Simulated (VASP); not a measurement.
An input for Ansatz (written as the equivalent of a VASP run, and not itself run):

Ansatz 0.2 input:
```yaml
crystal:
  lattice:
    - [0.0000000, 2.7430803, 2.7430803]
    - [2.7430803, 0.0000000, 2.7430803]
    - [2.7430803, 2.7430803, 0.0000000]
  atoms:
    - { symbol: Ce, position: [0.0000000, 0.0000000, 0.0000000] }
    - { symbol: O, position: [0.2500000, 0.2500000, 0.2500000] }
    - { symbol: O, position: [0.7500000, 0.7500000, 0.7500000] }
kpoints:
  mp_grid: { grid: [7, 7, 7] }
hamiltonian:
  xc: pbe
  dispersion: d3bj
  pseudopotentials: { kind: paw }
scf:
  occupations: { method: gaussian, width: 0.05 }
  max_iter: 100
output: { forces: true, stress: true, eigenvalues: true }
```

Task: Translate this input to VASP (INCAR, KPOINTS, POSCAR, choice of POTCAR).

Result: Several could match; the one computed here: 
### KPOINTS
```
Automatic mesh
0
Gamma
7 7 7
0 0 0
```

INCAR:
```
! general
SYSTEM =CeO2
PREC   =Accurate
ENCUT  =520
LREAL  =F   ! projection in real space or not
LASPH  =T   ! aspherical one-centre terms

! electronic loop
EDIFF  =1E-7   ! SCF stop (eV)
NELM   =100   ! most electronic steps
ALGO   =Normal
LMAXMIX=6

! smearing
ISMEAR =0   ! Gaussian
SIGMA  =0.05   ! width (eV)

! functional
GGA    =PE
IVDW   =12

! ions
ISIF   =2   ! forces and stress, cell fixed

! output
LWAVE  =F
LCHARG =F
```

**POSCAR**
```
CeO2
1
    0.0000000000     2.7430802824     2.7430802824
    2.7430802824     0.0000000000     2.7430802824
    2.7430802824     2.7430802824     0.0000000000
Ce O
1 2
Direct
  0.0000000000   0.0000000000   0.0000000000
  0.2500000000   0.2500000000   0.2500000000
  0.7500000000   0.7500000000   0.7500000000
```

POTCAR, in this order: Ce O (PBE.64 set). Program: vasp_std.

The two are equivalent in intent, not identical: each code has its own PAW files, so the cut-off isn't converted (ENCUT is set for VASP's; basis.ecutwfc is left out, and Ansatz then takes the one that its files recommend); Ansatz stops its SCF on the density residual and VASP on the energy change (EDIFF).

The compound is CeO2 in the fluorite structure. This cell is one point of a volume scan, at 1.03 of the reference volume.
